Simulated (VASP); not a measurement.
```xyz
9
Lattice="3.8167 0.0000 0.0000 -1.9083 3.3053 0.0000 0.0000 0.0000 24.3145" Properties=species:S:1:pos:R:3 pbc="T T T"
O      1.9083     1.1018     8.3081
O      0.0000     2.2036    11.3643
O      0.0000     0.0000     9.8467
O      0.0000     0.0000    14.4678
O      1.9083     1.1018    12.9502
O      0.0000     2.2036    16.0064
Ce     0.0000     2.2036     9.0632
Ce     0.0000     0.0000    12.1573
Ce     1.9083     1.1018    15.2513
```

All values below come from PBEsol GGA, VASP's PBE PAW potentials (set 64) (plane waves; VASP). Settings: PREC = Normal, 450 eV cut-off, 6×6×1 Γ-centred mesh, Gaussian smearing of 0.050 eV, potentials O Ce.

Problem. Predict the energy per atom (σ→0).

Solution. 
```
Quantity                       Result
---------------------  --------------
energy per atom (σ→0)  -9.045 eV/atom
```

Total energies compare only between runs with the same potentials, cut-off and functional.

The cell is a thin slab with vacuum, built from CeO2 (fluorite): (111) face. The run is not spin-polarised, so no magnetic state was tried.
